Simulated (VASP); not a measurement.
OSZICAR of a VASP run on AgF (relaxed from the wurtzite structure, space group P6_3mc):

File OSZICAR:
```
       N       E                     dE             d eps       ncg     rms          rms(c)
DAV:   1     0.266000933005E+03    0.26600E+03   -0.19646E+04  1584   0.158E+03
DAV:   2     0.406494270253E+00   -0.26559E+03   -0.25705E+03  1764   0.362E+02
DAV:   3    -0.146883599980E+02   -0.15095E+02   -0.14973E+02  1836   0.915E+01
DAV:   4    -0.148063021373E+02   -0.11794E+00   -0.11792E+00  1710   0.886E+00
DAV:   5    -0.148071770512E+02   -0.87491E-03   -0.87490E-03  1830   0.741E-01    0.964E+00
DAV:   6    -0.134625775829E+02    0.13446E+01   -0.62319E+00  2056   0.241E+01    0.654E+00
DAV:   7    -0.134176332021E+02    0.44944E-01   -0.47187E-01  1596   0.781E+00    0.444E+00
DAV:   8    -0.134073104580E+02    0.10323E-01   -0.20500E-01  1698   0.408E+00    0.127E+00
DAV:   9    -0.133953320654E+02    0.11978E-01   -0.40110E-02  1718   0.208E+00    0.157E-01
DAV:  10    -0.133958095476E+02   -0.47748E-03   -0.31364E-03  1602   0.481E-01    0.960E-02
DAV:  11    -0.133959884747E+02   -0.17893E-03   -0.17994E-04  1692   0.964E-02    0.415E-02
DAV:  12    -0.133959815710E+02    0.69037E-05   -0.19115E-05  1824   0.433E-02    0.180E-02
DAV:  13    -0.133959829855E+02   -0.14145E-05   -0.54237E-06  1644   0.175E-02    0.718E-03
DAV:  14    -0.133959826076E+02    0.37787E-06   -0.22126E-06  1382   0.140E-02
   1 F= -.13395983E+02 E0= -.13396492E+02  d E =-.133960E+02
       N       E                     dE             d eps       ncg     rms          rms(c)
DAV:   1    -0.149877071207E+02   -0.15917E+01   -0.27495E+01  1584   0.484E+01    0.923E+00
DAV:   2    -0.135196351119E+02    0.14681E+01   -0.52328E+00  1584   0.183E+01    0.237E+00
DAV:   3    -0.134532092145E+02    0.66426E-01   -0.18509E-01  1656   0.622E+00    0.201E+00
DAV:   4    -0.134467305913E+02    0.64786E-02   -0.28768E-02  1746   0.133E+00    0.123E+00
DAV:   5    -0.134456914066E+02    0.10392E-02   -0.16451E-02  1866   0.110E+00    0.369E-01
DAV:   6    -0.134435832344E+02    0.21082E-02   -0.90226E-03  2152   0.106E+00    0.359E-02
DAV:   7    -0.134436383948E+02   -0.55160E-04   -0.58488E-04  1608   0.242E-01    0.194E-02
DAV:   8    -0.134436356813E+02    0.27135E-05   -0.31369E-05  1928   0.832E-02    0.131E-02
DAV:   9    -0.134436368602E+02   -0.11789E-05   -0.93555E-06  1620   0.245E-02    0.159E-02
DAV:  10    -0.134436341064E+02    0.27539E-05   -0.11195E-05  1616   0.353E-02    0.461E-03
DAV:  11    -0.134436343120E+02   -0.20559E-06   -0.90092E-07   980   0.898E-03
   2 F= -.13443634E+02 E0= -.13444215E+02  d E =-.476517E-01
       N       E                     dE             d eps       ncg     rms          rms(c)
DAV:   1    -0.134483800974E+02   -0.47460E-02   -0.79467E-02  1584   0.257E+00    0.499E-01
DAV:   2    -0.134439584497E+02    0.44216E-02   -0.17729E-02  1584   0.106E+00    0.116E-01
DAV:   3    -0.134437934834E+02    0.16497E-03   -0.49063E-04  1752   0.309E-01    0.894E-02
DAV:   4    -0.134437730579E+02    0.20426E-04   -0.75955E-05  1746   0.677E-02    0.578E-02
DAV:   5    -0.134437649260E+02    0.81319E-05   -0.40197E-05  1830   0.547E-02    0.194E-02
DAV:   6    -0.134437604177E+02    0.45083E-05   -0.18870E-05  2120   0.488E-02    0.149E-03
DAV:   7    -0.134437603553E+02    0.62369E-07   -0.11987E-06   882   0.106E-02
   3 F= -.13443760E+02 E0= -.13444350E+02  d E =-.477777E-01
```

Problem. Which electronic solver shows in the log?

Solution. It is blocked Davidson (ALGO = Normal, or the opening steps of other solvers). The INCAR had ALGO = Normal.

Problem. Can the final energy be trusted as converged?

Solution. Self-consistency was reached. It stopped with EDIFF = 1E-6, NELM = 100, NSW = 60 and EDIFFG = -0.02 after 3 ionic steps (PBEsol GGA, plane waves, VASP's PBE PAW potentials (set 64)). Energy and stress use the plane-wave basis of the starting cell.

The structure was generated: AgF was put into the wurtzite type (P6_3mc), which need not be its known phase. This run relaxes it. Symmetry was kept, so distortions that lower it aren't found. The start is the result of an earlier pass.
